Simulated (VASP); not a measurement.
Input:

```xyz
1
Lattice="0.0000 1.9024 1.9024 1.9024 0.0000 1.9024 1.9024 1.9024 0.0000" Properties=species:S:1:pos:R:3 pbc="T T T"
Ir     0.0000     0.0000     0.0000
```

These are LDA (Ceperley-Alder, Perdew-Zunger), VASP's LDA PAW potentials (set 64) (plane waves; VASP) values and carry that method's errors. Settings: 500 eV cut-off, 16×16×16 Γ-centred mesh, first-order Methfessel-Paxton smearing of 0.10 eV, potentials Ir.

Task: The ions, cell shape and volume at an external pressure of 10.0 GPa are relaxed. Give the cell that the relaxation ends in.

Result: 
```xyz
1
Lattice="0.0000 1.8952 1.8952 1.8952 0.0000 1.8952 1.8952 1.8952 0.0000" Properties=species:S:1:pos:R:3 pbc="T T T"
Ir     0.0000     0.0000     0.0000
```
Space group Fm-3m (225), at a tolerance of 0.03 Å.

Task: How do energy and volume change from the first to the last step?

Result: The energy (σ→0) changes by +7.1 meV/atom and the volume by -1.1 %, in 3 ionic steps.

```json
[
 {"step": "1", "E(σ→0) (eV)": "-10.3129", "max force (eV/Å)": "0.000", "pressure (GPa)": "4.87", "volume (Å³)": "13.77"},
 {"step": "2", "E(σ→0) (eV)": "-10.2049", "max force (eV/Å)": "0.000", "pressure (GPa)": "37.35", "volume (Å³)": "12.91"},
 {"step": "3", "E(σ→0) (eV)": "-10.3058", "max force (eV/Å)": "0.000", "pressure (GPa)": "9.87", "volume (Å³)": "13.62"}
]
```

The compound is Ir in the fcc structure. This run relaxes it under an external pressure of 10 GPa. Symmetry was kept, so distortions that lower it aren't found.
